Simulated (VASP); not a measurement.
An input for Quantum ESPRESSO's pw.x (written as the equivalent of a VASP run, and not itself run):

```
&CONTROL
  calculation = 'vc-relax'
  pseudo_dir = './pseudo'
  outdir = './out'
  tprnfor = .true.
  tstress = .true.
  nstep = 40
  forc_conv_thr = 0.00078
/
&SYSTEM
  ibrav = 0
  nat = 4
  ntyp = 2
  ecutwfc = 78
  occupations = 'smearing'
  smearing = 'methfessel-paxton'
  degauss = 0.00735
  input_dft = 'pbesol'
/
&ELECTRONS
  conv_thr = 7.3e-08
  electron_maxstep = 100
/
&IONS
/
&CELL
  press = 450
/
ATOMIC_SPECIES
  Ge 72.630 Ge.upf
  Sn 118.710 Sn.upf
CELL_PARAMETERS angstrom
     3.7811488   -0.0000000   -0.0000000
    -1.8905744    3.2745472    0.0000000
     0.0000000    0.0000000    6.3995352
ATOMIC_POSITIONS crystal
  Ge   0.3333330  0.6666670  0.0045157
  Ge   0.6666670  0.3333330  0.5045157
  Sn   0.3333330  0.6666670  0.3704843
  Sn   0.6666670  0.3333330  0.8704843
K_POINTS automatic
  9 9 5 0 0 0
```

**Question.** Translate this input to VASP (INCAR, KPOINTS, POSCAR, choice of POTCAR).

**Answer.** This is not unique; one that fits is 
**POSCAR**
```
GeSn
1
    3.7811488407    -0.0000000008    -0.0000000000
   -1.8905744211     3.2745472389     0.0000000000
    0.0000000000     0.0000000000     6.3995352465
Ge Sn
2 2
Direct
  0.3333330000   0.6666670000   0.0045156899
  0.6666670000   0.3333330000   0.5045156899
  0.3333330000   0.6666670000   0.3704843101
  0.6666670000   0.3333330000   0.8704843101
```

**KPOINTS**
```
Automatic mesh
0
Gamma
9 9 5
0 0 0
```

### INCAR
```
LREAL  =  .FALSE.
ISMEAR  =  1   ! Methfessel-Paxton
ALGO  =  Normal   ! blocked Davidson
LASPH  =  .TRUE.   ! aspherical one-centre terms
LMAXMIX  =  4
ISIF  =  3   ! ions, shape and volume
NELM  =  100
LCHARG  =  .FALSE.
IBRION  =  2   ! conjugate gradients
ENCUT  =  500
EDIFFG  =  -0.02   ! ionic stop
SYSTEM  =  GeSn
EDIFF  =  1E-6   ! SCF stop (eV)
PSTRESS  =  450
LWAVE  =  .FALSE.
GGA  =  PS
SIGMA  =  0.1   ! width (eV)
NSW  =  40   ! most ionic steps
PREC  =  Accurate
```

POTCAR, in this order: Ge_d Sn_d (PBE.64 set). Program: vasp_std.

What does not carry over: the potentials are each code's own (VASP's PAW set, PseudoDojo norm-conserving files in pw.x), so ENCUT and ecutwfc are chosen apart and not converted; conv_thr bounds pw.x's estimated SCF error, while EDIFF bounds the energy change between steps; forc_conv_thr acts on force components and is met together with etot_conv_thr.

The structure was generated: GeSn was put into the wurtzite type (P6_3mc), which need not be its known phase. It was relaxed first under an external pressure of 45 GPa.
